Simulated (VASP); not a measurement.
A run of VASP 6.6.1 is set up as follows.

INCAR

```
ALGO = Normal
EDIFF = 1E-7
EDIFFG = -0.02
ENCUT = 600
IBRION = 2
ISIF = 3
ISMEAR = -1
ISPIN = 2
KPAR = 4
LASPH = T
LCHARG = F
LMAXMIX = 4
LMIXTAU = T
LORBIT = 11
LREAL = F
LWAVE = F
MAGMOM = 0 0 3 3 0 0 0 0 0
METAGGA = R2SCAN
NELM = 100
NSW = 40
PREC = Accurate
SIGMA = 0.05
```

Contents of KPOINTS:

```
k-points
0
Gamma
  5 5 5
```

Contents of POSCAR:

```
CsLiCr2Te2S3
1.0
    3.3192900000      1.9163900000      6.8798200000
   -3.3192900000      1.9163900000      6.8798200000
    0.0000000000     -3.8327900000      6.8798200000
Cs Li Cr Te S
1 1 2 2 3
Direct
    0.0000000000      0.0000000000      0.0000000000
    0.5000000000      0.5000000000      0.5000000000
    0.7984800000      0.7984800000      0.7984800000
    0.2015200000      0.2015200000      0.2015200000
    0.6799000000      0.6799000000      0.6799000000
    0.3201000000      0.3201000000      0.3201000000
    0.1362600000      0.8637400000      0.5000000000
    0.5000000000      0.1362600000      0.8637400000
    0.8637400000      0.5000000000      0.1362600000
```

Potentials or basis: VASP PAW PBE potentials, release 64 (Cs_sv, Li_sv, Cr_pv, Te, S).

The run is started by

```console
$ cat potpaw_PBE.64/Cs_sv/POTCAR potpaw_PBE.64/Li_sv/POTCAR potpaw_PBE.64/Cr_pv/POTCAR potpaw_PBE.64/Te/POTCAR potpaw_PBE.64/S/POTCAR > POTCAR
$ mpirun -np 4 vasp_std > vasp.out
```

Task: Predict the relaxed cell.

Result: a = 7.666 Å, b = 7.666 Å, c = 7.666 Å, α = 51.53°, β = 51.53°, γ = 51.53°.

Task: Estimate the space group after relaxing (to 0.05 Å).

Result: R32 (No. 155).

Task: Predict the band gap on the k mesh.

Result: None (metal or under the smearing width).

Forces in eV/Å, atoms in the order of the input:
```
Cs   0.000  0.000  0.000
Li   0.000  0.000  0.000
Cr   0.000  0.000 -0.009
Cr   0.000  0.000  0.009
Te   0.000  0.000  0.007
Te   0.000  0.000 -0.007
S   -0.006  0.000  0.000
S    0.003 -0.005  0.000
S    0.003  0.005  0.000
```

Caveat: the PAW data sets were made with another functional, which shifts forces and pressure a little; only a ferromagnetic start was run, and an antiferromagnetic order may lie lower in energy. The run has no spin-orbit coupling, so splittings on Cs, Te are missing.
